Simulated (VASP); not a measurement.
Data:

```
BaLiF3
1.0
    3.99211     0.00000     0.00000
    0.00000     3.99211     0.00000
    0.00000     0.00000     3.99211
Ba Li F
1 1 3
Direct
  0.00000   0.00000   0.00000
  0.50000   0.50000   0.50000
  0.00000   0.50000   0.50000
  0.50000   0.00000   0.50000
  0.50000   0.50000   0.00000
```

Computed with r2SCAN meta-GGA, VASP's PBE PAW potentials (set 64) (plane waves; VASP). Numerical set-up: 520 eV cut-off, 6×6×6 Γ-centred mesh, tetrahedra with Blöchl corrections, potentials Ba_sv Li_sv F.

Unless said otherwise, spin-orbit coupling is left out, though it shifts the bands of the heavy elements here.

Give the energies of bands 9 to 20 at the high-symmetry points, in eV from the valence-band maximum.

```csv
band,Γ,X,M,R
9,-1.87,-2.15,-2.25,-2.57
10,-1.87,-2.15,-1.91,-0.96
11,-1.87,-1.41,-1.37,-0.96
12,-0.81,-1.26,-1.33,-0.96
13,-0.81,-1.05,-1.33,-0.22
14,-0.81,-0.75,-0.60,-0.22
15,0.00,-0.75,-0.60,-0.13
16,0.00,-0.46,-0.23,-0.13
17,0.00,-0.46,-0.18,-0.13
18,7.32,8.74,9.65,8.86
19,7.32,9.41,9.87,8.86
20,9.21,11.08,11.58,8.86
```

The gap is direct, 7.32 eV, from the valence maximum at Γ to the conduction minimum at Γ.

The structure comes from a computed database's BaLiF3 entry (Pm-3m); how it stands against other phases isn't given here. It was relaxed first.
